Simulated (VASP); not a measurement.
An input for Quantum ESPRESSO's pw.x (written as the equivalent of a VASP run, and not itself run):

```
&CONTROL
  calculation = 'vc-relax'
  pseudo_dir = './pseudo'
  outdir = './out'
  tprnfor = .true.
  tstress = .true.
  nstep = 60
  forc_conv_thr = 0.00078
/
&SYSTEM
  ibrav = 0
  nat = 3
  ntyp = 2
  ecutwfc = 84
  occupations = 'smearing'
  smearing = 'gaussian'
  degauss = 0.003675
  input_dft = 'vdw-df-ob86'
/
&ELECTRONS
  conv_thr = 7.3e-08
  electron_maxstep = 100
/
&IONS
/
&CELL
/
ATOMIC_SPECIES
  Mg 24.305 Mg.upf
  Ge 72.630 Ge.upf
CELL_PARAMETERS angstrom
    -0.0000000    3.1864149    3.1864149
     3.1864149    0.0000000    3.1864149
     3.1864149    3.1864149    0.0000000
ATOMIC_POSITIONS crystal
  Mg   0.2500000  0.2500000  0.2500000
  Mg   0.7500000  0.7500000  0.7500000
  Ge   1.0000000  1.0000000  0.0000000
K_POINTS automatic
  6 6 6 0 0 0
```

Q: Translate this input to VASP (INCAR, KPOINTS, POSCAR, choice of POTCAR).

A: Several could match; the one computed here: 
File KPOINTS:
```
Automatic mesh
0
Gamma
6 6 6
0 0 0
```

### INCAR
```
# general
SYSTEM   = Mg2Ge
PREC     = Accurate
ENCUT    = 520
LREAL    = .FALSE.
LASPH    = .TRUE.

# electronic loop
EDIFF    = 1E-6
NELM     = 100
ALGO     = Normal
LMAXMIX  = 4

# smearing
ISMEAR   = 0
SIGMA    = 0.05

# functional
GGA      = MK
LUSE_VDW = .TRUE.
AGGAC    = 0.0
PARAM1   = 0.1234
PARAM2   = 1.0

# ions
IBRION   = 2
NSW      = 60
ISIF     = 3
EDIFFG   = -0.02

# output
LWAVE    = .FALSE.
LCHARG   = .FALSE.
```

POSCAR:
```
Mg2Ge
1.0
  0.0000000000   3.1864149291   3.1864149291
  3.1864149291   0.0000000000   3.1864149291
  3.1864149291   3.1864149291   0.0000000000
Mg Ge
2 1
Direct
  0.2500000000   0.2500000000   0.2500000000
  0.7500000000   0.7500000000   0.7500000000
  1.0000000000   1.0000000000   0.0000000000
```

POTCAR, in this order: Mg Ge_d (PBE.64 set). Program: vasp_std.

Limits of the translation: the potentials are each code's own (VASP's PAW set, PseudoDojo norm-conserving files in pw.x), so ENCUT and ecutwfc are chosen apart and not converted; conv_thr bounds pw.x's estimated SCF error, while EDIFF bounds the energy change between steps; forc_conv_thr acts on force components and is met together with etot_conv_thr.

The compound is Mg2Ge in the antifluorite structure. It was relaxed first. The start is the result of an earlier pass.
